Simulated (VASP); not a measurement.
Input of a VASP 6.6.1 run:

Contents of INCAR:

```
SYSTEM = SiC
PREC = Accurate ; ENCUT = 520
EDIFF = 1E-7 ; ISMEAR = 0
SIGMA = 0.02 ; LREAL = .False.
LASPH = .True. ; NELM = 100
ALGO = Normal ; ISIF = 3
LWAVE = .False. ; LCHARG = .False.
IBRION = 2 ; NSW = 80
EDIFFG = -0.002
```

KPOINTS

```
Automatic mesh
0
Gamma
  12 12 6
  0 0 0
```

File POSCAR:

```
SiC
1.0
    3.0760000000      0.0000000000      0.0000000000
   -1.5380000000      2.6638941400      0.0000000000
    0.0000000000      0.0000000000      5.0480000000
Si C
2 2
Direct
    0.3333333300      0.6666666700      0.0000000000
    0.6666666700      0.3333333300      0.5000000000
    0.3333333300      0.6666666700      0.3850000000
    0.6666666700      0.3333333300      0.8850000000
```

Potentials or basis: VASP PAW LDA potentials, release 64 (Si, C).

Run with:

```bash
$ cat potpaw_LDA.64/Si/POTCAR potpaw_LDA.64/C/POTCAR > POTCAR
$ mpirun -np 1 vasp_std > vasp.out
```

(1) Predict the band gap on the k mesh.

(2) Estimate the space group after relaxing (to 0.05 Å).

(3) Predict the relaxed cell.

(4) Estimate the relaxed volume.

Results:

(1) 2.12 eV, indirect (least direct gap 3.91 eV).

(2) P6_3mc (No. 186).

(3) a = 3.058 Å, b = 3.058 Å, c = 5.019 Å, α = 90.00°, β = 90.00°, γ = 120.00°.

(4) 10.16 Å³/atom.
